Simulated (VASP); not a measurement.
HfO2:

```xyz
3
Lattice="0.0000 2.5575 2.5575 2.5575 0.0000 2.5575 2.5575 2.5575 0.0000" Properties=species:S:1:pos:R:3 pbc="T T T"
Hf    0.0000    0.0000    0.0000
O     1.2788    1.2788    1.2788
O     3.8363    3.8363    3.8363
```

Measurements of this composition are mostly on another form, of space group No. 14.

| Quantity | Value |
| --- | --- |
| Program | VASP 6.6.1 |
| Task | relaxation of cell and atoms |
| Functional | PBE |
| Potentials or basis | VASP PAW PBE potentials, release 64 (Hf_pv, O) |
| Cutoff | 520 eV |
| k mesh | 9 × 9 × 9 |
| Occupations | gaussian, width 0.1 eV |
| Spin | no spin polarisation |

At the start: pressure -6.0 GPa; volume 11.15 Å³/atom.

**Question.** How do energy, volume and symmetry change on relaxing?

**Answer.** Over 3 steps the energy falls by 5.3 meV/atom and the volume is 10.88 Å³/atom (-2.5 %); space group Fm-3m (No. 225, to 0.05 Å).

The path:
```
step  energy change (eV)  largest force (eV/Å)  pressure (GPa)  volume (Å³)
   1              0.0000                0.0000           -5.99        33.46
   2              0.0180                0.0000            9.76        31.48
   3             -0.0159                0.0000           -0.03        32.63
```

Final structure:
```
Hf O
1.0
     0.00000    2.53637    2.53637
     2.53637    0.00000    2.53637
     2.53637    2.53637    0.00000
Hf O
1 2
Direct
  0.00000 0.00000 0.00000
  0.25000 0.25000 0.25000
  0.75000 0.75000 0.75000
```
